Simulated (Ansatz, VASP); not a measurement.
# SnO2 (Cassiterite) in two plane-wave programs

Aim: how closely do two programs agree when they are given the same cell, functional and k mesh? The cell is taken from a series of runs on this material, whose earlier steps may have relaxed, scaled, displaced or heated it; both programs get it as it stands.

Program: Ansatz 0.2.0. Level of theory: plane waves, with VASP 6.6.1 beside it; single point at PBE0. Results are calculated unless marked as measured.

## 1. Set-up

The structure is tetragonal, space group P4_2/mnm (No. 136). Conventional cell: a = 4.738 Å, b = 4.738 Å, c = 3.187 Å, α = 90.00°, β = 90.00°, γ = 90.00°. Sn has 6 O at 2.05 to 2.06 Å nearest. Nearest to O lie 3 Sn at 2.05 to 2.06 Å. Farther neighbours and most contacts between anions are not listed.

As a file:

```cif
data_structure
_symmetry_space_group_name_H-M 'P4_2/mnm'
_symmetry_Int_Tables_number 136
_cell_length_a 4.7380
_cell_length_b 4.7380
_cell_length_c 3.1865
_cell_angle_alpha 90.000
_cell_angle_beta 90.000
_cell_angle_gamma 90.000
_cell_volume 71.53
loop_
_atom_site_label
_atom_site_type_symbol
_atom_site_symmetry_multiplicity
_atom_site_Wyckoff_symbol
_atom_site_fract_x
_atom_site_fract_y
_atom_site_fract_z
_atom_site_occupancy
Sn1 Sn 2 a 0.00000 0.00000 0.00000 1
O1 O 4 f 0.30710 0.30710 0.00000 1
```

## 2. Ansatz: single point, PBE0

Ansatz runs on its default PAW (the set named soft_2) files.

A single point gives forces, pressure and levels at one fixed geometry, so differences don't come from the geometry; what else differs is listed under the comparison.

Input file input.yaml:

```yaml
crystal:
  lattice:
    - [4.738, 0.0, 0.0]
    - [0.0, 4.738, 0.0]
    - [0.0, 0.0, 3.1865]
  atoms:
    - { symbol: Sn, position: [0.0, 0.0, 0.0] }
    - { symbol: Sn, position: [0.5, 0.5, 0.5] }
    - { symbol: O, position: [0.3071, 0.3071, 0.0] }
    - { symbol: O, position: [0.1929, 0.8071, 0.5] }
    - { symbol: O, position: [0.6929, 0.6929, 0.0] }
    - { symbol: O, position: [0.8071, 0.1929, 0.5] }
kpoints:
  mp_grid: { grid: [4, 4, 4] }
  band_path:
    path:
      - [0.0, 0.0, 0.0]
      - [0.0, 0.5, 0.0]
      - [0.5, 0.5, 0.0]
      - [0.0, 0.0, 0.5]
      - [0.0, 0.5, 0.5]
      - [0.5, 0.5, 0.5]
    npoints: 1
hamiltonian:
  xc: pbe0
scf:
  occupations: { method: fixed }
  n_extra_bands: 6
output:
  eigenvalues: true
```

Launch:

```sh
$ ansatz run input.yaml --threads 3 --pin off --max-ram 64512MiB --backend cuda --devices 1 --max-vram 24GiB --events-out ev --progress --plain --runs-dir out
```

Numbers of over 12 decimals in the logs are rounded to 6 here.

What it wrote:

```text
scf.n_extra_bands = 6 over 26 filled bands (N_el = 52.0): the run solves 32 bands
GPUs: using 1 of 1 available (devices: 1).
Engine: ansatz 0.2.0, x86_64-unknown-linux-gnu
Pseudopotentials: kind: paw
Pseudopotential: Sn, paw, valence charge 14, recommended cutoff 420 eV (normal), Sn.paw.azcp
Pseudopotential: O, paw, valence charge 6, recommended cutoff 420 eV (normal), O.paw.azcp
Functional definition: PBE0
  parameter a = 0.25
  parameter kappa = 0.804
  parameter beta = 0.066725
  exchange = (1 - a)*pbe_x(kappa = kappa, mu = beta*pi^2/3) + a*exact_x
  correlation = pbe_c(beta = beta)
davidson cushion auto → on  (no smearing: the cushion is to keep the highest requested band from converging to the state above it; pin scf.eigensolver.cushion to override)
device memory: the entry about to start is reckoned to put 0.8 GiB on a device that reports 70.4 GiB free (of which the cap on the GPU budget leaves the run 24.0 GiB)
GPU FFT provider: cuFFT
GPU libraries: cuBLAS 13.8.2, cuFFT 12.4.0, cuSOLVER 12.3.4
Crystal: 6 atoms, lattice volume = 71.533 Å³
Basis set: ecut = 420 eV, 1411 PW (Γ)
Bands: 32, of which v1, the nominal top of the filled ones, is band 26 counted from 1 (25 counted from 0)
Symmetry: 16 space group operations
Space group: P42/mnm (ITA 136), of the structure as read, at distance tolerance 4.2e-5 Å
k-points: 18 of 64
Non-local potential: Sn, projectors of the file, l = 0: 2, l = 1: 2, l = 2: 2, l = 3: 2
Non-local potential: O, projectors of the file, l = 0: 2, l = 1: 2, l = 2: 1
PAW form: soft (Blöchl's): semilocal exchange-correlation on the pseudo side does not see the compensation charge
PAW frozen core: Sn, regenerated for the run's functional, and the local potential with it (the file was generated under x = pbe(κ = 0.804, μ = 0.219515), c = pbe(β = 0.066725))
PAW frozen core: O, regenerated for the run's functional, and the local potential with it (the file was generated under x = pbe(κ = 0.804, μ = 0.219515), c = pbe(β = 0.066725))
PAW one-centre angular grid: Sn, 590 points (default); XC on 64 Gauss nodes
PAW one-centre angular grid: O, 110 points (default); XC on 64 Gauss nodes
Initial density: superposition of atomic densities (neutral atoms: chi_scale 0, normalization atom), corrected by the library's trained network
Initial wavefunctions: pseudopotential atomic-orbital guess
GPU buffer pool allocated for 24576 grid points (all kernels)
GPU transforms: local potential and band sums: pruned to the plane-wave sphere, on 32×32×24
Functional: x = pbe(κ = 0.804, μ = 0.219515), c = pbe(β = 0.066725), warm-up for x = 0.75 pbe(κ = 0.804, μ = 0.219515) + 0.25 exact, c = pbe(β = 0.066725)
SCF iter   1: F=—  HF=-14317.835886 eV  |F-HF|=—  |Δ(HF+E_count)|=         —  Δρ=1.19e-3  dr2=3.20e-4  ethr=1.77e-3  ⟨swp⟩=7.6  Hψ=2724  notcnv=0
preconditioner: auto → none  [insulator: Δε(μ)=1.279 eV  Ē_g=19.772 eV  n_scr=18 (ndim 8)  ℏωp=31.7 eV  f_vac=0.027]
SCF iter   2: F=-14317.840310 eV  HF=-14317.840048 eV  |F-HF|=2.62e-4  |Δ(HF+E_count)|=   4.16e-3  Δρ=5.38e-4  dr2=6.59e-5  ethr=6.16e-7  ⟨swp⟩=7.7  Hψ=2990  notcnv=0  defer=3
SCF 1 stopped early in 2 iterations: F = -14317.840310 eV  dr2 = 6.59e-5
  greatest PAW one-centre occupation: 0.996 electrons in one spin orbital (limit 2), on the Sn atom at site 0 (counted from 0), in its partial waves of l = 2
device memory: the entry about to start is reckoned to put 1.3 GiB (of the 1.4 GiB reckoned in all, the device holds 0.1 GiB already) on a device that reports 70.3 GiB free (of which the cap on the GPU budget leaves the run 23.9 GiB)
GPU FFT provider: cuFFT
GPU libraries: cuBLAS 13.8.2, cuFFT 12.4.0, cuSOLVER 12.3.4
Initial density: handed on by an earlier stage of this run
Initial wavefunctions: those handed on with the density
GPU buffer pool allocated for 24576 grid points (all kernels)
GPU transforms: local potential and band sums: pruned to the plane-wave sphere, on 32×32×24
Functional: x = 0.75 pbe(κ = 0.804, μ = 0.219515) + 0.25 exact, c = pbe(β = 0.066725)
Exchange kernel: α = 0.2500, full range, Wigner–Seitz truncation, v(0) = 9293.0791 eV·Å³, q-mesh 4×4×4, nearest image of the exchange supercell L = 12.75 Å, pair-density grid 30×30×20, without the augmentation charges, whose exchange is taken in its separable form by FFT convolution over the k-point mesh (sized by the pseudopotential files, 32×32×24 at the most), smooth part of the exact exchange by density-matrix convolution in up to 2.12 GiB of GPU memory as planned if the GPU has room (build and FFT work areas not counted)
Frozen-core exchange: fock
SCF iter   1: F=—  HF=-14324.394868 eV  |F-HF|=—  |Δ(HF+E_count)|=         —  Δρ=9.78e-3  dr2=4.44e-2  ethr=1.27e-6  ⟨swp⟩=8.4  Hψ=3213  notcnv=0
preconditioner: auto → none  [insulator: Δε(μ)=3.737 eV  Ē_g=23.256 eV  n_scr=18 (ndim 8)  ℏωp=31.7 eV  f_vac=0.027]
SCF iter   2: F=—  HF=-14324.382717 eV  |F-HF|=—  |Δ(HF+E_count)|=   1.22e-2  Δρ=5.26e-3  dr2=1.11e-2  ethr=1.27e-6  ⟨swp⟩=4.5  Hψ=2214  notcnv=0
SCF iter   3: F=—  HF=-14324.411233 eV  |F-HF|=—  |Δ(HF+E_count)|=   2.85e-2  Δρ=2.92e-3  dr2=5.89e-3  ethr=1.27e-6  ⟨swp⟩=4.4  Hψ=2146  notcnv=0
iter 4 solved again at ethr=1.35e-8 eV; its pass at ethr=1.27e-6 eV (dr2=7.02e-6 eV) is discarded
SCF iter   4: F=—  HF=-14324.409446 eV  |F-HF|=—  |Δ(HF+E_count)|=   1.79e-3  Δρ=1.44e-4  dr2=1.29e-4  ethr=1.35e-8  ⟨swp⟩=3.8  Hψ=3465  notcnv=0
SCF iter   5: F=—  HF=-14324.410097 eV  |F-HF|=—  |Δ(HF+E_count)|=   6.51e-4  Δρ=4.06e-4  dr2=1.13e-4  ethr=1.35e-8  ⟨swp⟩=5.3  Hψ=2393  notcnv=0  defer=2
SCF iter   6: F=-14324.410061 eV  HF=-14324.410062 eV  |F-HF|=7.34e-7  |Δ(HF+E_count)|=   3.44e-5  Δρ=3.83e-5  dr2=7.99e-6  ethr=1.35e-8  ⟨swp⟩=4.1  Hψ=2062  notcnv=0
SCF 2 stopped early in 6 iterations: F = -14324.410061 eV  dr2 = 7.99e-6
hybrid outer 1: dexx = +3.311e-2 eV, tail = 1.32e-4 eV
GPU FFT provider: cuFFT
GPU libraries: cuBLAS 13.8.2, cuFFT 12.4.0, cuSOLVER 12.3.4
GPU buffer pool allocated for 24576 grid points (all kernels)
GPU transforms: local potential and band sums: pruned to the plane-wave sphere, on 32×32×24
Exchange kernel: α = 0.2500, full range, Wigner–Seitz truncation, v(0) = 9293.0791 eV·Å³, q-mesh 4×4×4, nearest image of the exchange supercell L = 12.75 Å, pair-density grid 30×30×20, without the augmentation charges, whose exchange is taken in its separable form by FFT convolution over the k-point mesh (sized by the pseudopotential files, 32×32×24 at the most), smooth part of the exact exchange by density-matrix convolution in up to 2.12 GiB of GPU memory as planned if the GPU has room (build and FFT work areas not counted)
Frozen-core exchange: fock
SCF iter   1: F=—  HF=-14324.409530 eV  |F-HF|=—  |Δ(HF+E_count)|=         —  Δρ=4.57e-5  dr2=1.61e-6  ethr=1.27e-6  ⟨swp⟩=4.0  Hψ=1399  notcnv=0
preconditioner: auto → none  [insulator: Δε(μ)=3.764 eV  Ē_g=23.294 eV  n_scr=18 (ndim 8)  ℏωp=31.7 eV  f_vac=0.035]
SCF iter   2: F=—  HF=-14324.409533 eV  |F-HF|=—  |Δ(HF+E_count)|=   3.18e-6  Δρ=3.79e-5  dr2=6.26e-7  ethr=2.42e-9  ⟨swp⟩=5.7  Hψ=2400  notcnv=0  defer=5
iter 3 solved again at ethr=4.16e-11 eV; its pass at ethr=1.04e-9 eV (dr2=2.17e-8 eV) is discarded
SCF iter   3: F=-14324.409533 eV  HF=-14324.409533 eV  |F-HF|=9.09e-9  |Δ(HF+E_count)|=   1.21e-7  Δρ=1.07e-5  dr2=3.70e-8  ethr=4.16e-11  ⟨swp⟩=3.7  Hψ=2921  notcnv=0
SCF 3 converged in 3 iterations: F = -14324.409533 eV  dr2 = 3.70e-8
  greatest PAW one-centre occupation: 0.996 electrons in one spin orbital (limit 2), on the Sn atom at site 1 (counted from 0), in its partial waves of l = 2
hybrid outer 2: dexx = +1.538e-6 eV, tail = 1.37e-7 eV, Δε = 5.25e-3 eV (about 2.63e-4 eV left of the loop's levels)
device memory: the entry about to start is reckoned to put 0.4 GiB on a device that reports 69.3 GiB free (of which the cap on the GPU budget leaves the run 24.0 GiB)
NSCF: frozen V_eff on 6 k-points
hybrid SCF converged: 2 outer / 9 inner (+2 warm-up), last move |dexx| = 1.54e-6 eV, tail = 1.37e-7 eV
Stability not checked: this state was not tested for a lower state beside it, because the functional holds exact exchange (a hybrid, or Hartree-Fock), whose exchange loop this test does not read (fock_operator; see scf.lower_state_search)
Free energy (F): -14324.409533 eV
Frozen-core exchange: fock
Harris-Foulkes:  -14324.409533 eV  (|F-HF|=9.09e-9)
Internal energy: -14324.409533 eV  (E = F + TS)
E sigma→0 (E₀):  -14324.409533 eV
Fermi energy:    7.784472 eV
--- Per-component energies (eV) ---
  E_band       = -241.232701
  E_kinetic    = 1087.384511
  E_local      = -2858.139010  (includes V_loc(G=0)·N_el)
  E_nonlocal   = 129.219569
  E_hartree    = 1494.488374
  E_xc         = -808.448798
  E_vxc        = -434.510683  (∫ρ·V_xc dr)
  E_exx        = -174.039196  (= α·E_x^exact, valence–valence)
  E_paw        = -9012.476566  (= ΣΔE_a)
  E_vpaw       = -806.096602  (= ΣTr[D̂ρ^β])
  E_aug_tail   = 0.009951  (compensation charges beyond the density's cutoff)
  E_ewald      = -4182.851779
  E_core_change = 0.443412  (= ΣΔE_core)
  E_smearing   = -0.000000  (= −TS)
  E_closure    = -0.000000  (closes the sum)
  Σ components = -14324.409533   (vs F -14324.409533, Δ=1.82e-12)
--- Band table (eV; the first three rows and the last of 18) ---
  k-point 0: bands = [... 22 lower, 6.7653, 7.0796, 7.0796, 7.7845, 11.5480, 16.7535, 16.7821, 16.7821, ... 2 higher]
  k-point 1: bands = [... 22 lower, 5.4276, 6.9867, 6.9867, 7.2421, 14.2704, 17.7311, 19.0409, 19.0409, ... 2 higher]
  k-point 2: bands = [... 22 lower, 6.0014, 6.0014, 6.4242, 6.4242, 16.9673, 16.9673, 20.3986, 20.3986, ... 2 higher]
  k-point 17: bands = [... 22 lower, 6.8130, 6.8130, 6.8709, 6.8709, 15.4663, 15.4663, 19.3831, 19.3831, ... 2 higher]
```

[end of part 1 of 2]

[Lines on the potential files, build, host, timing and source positions are cut from VASP's logs without a mark.]

[Logs are printed without paths, hosts, clocks, repeated set-up lines and the standing remarks that a program may print on its own settings, such as how far it seeks lower states.]

[Hosts, paths, dates, database ids (printed as entryN), source tags and the programs' standing remarks are cut or masked in the printed files.]
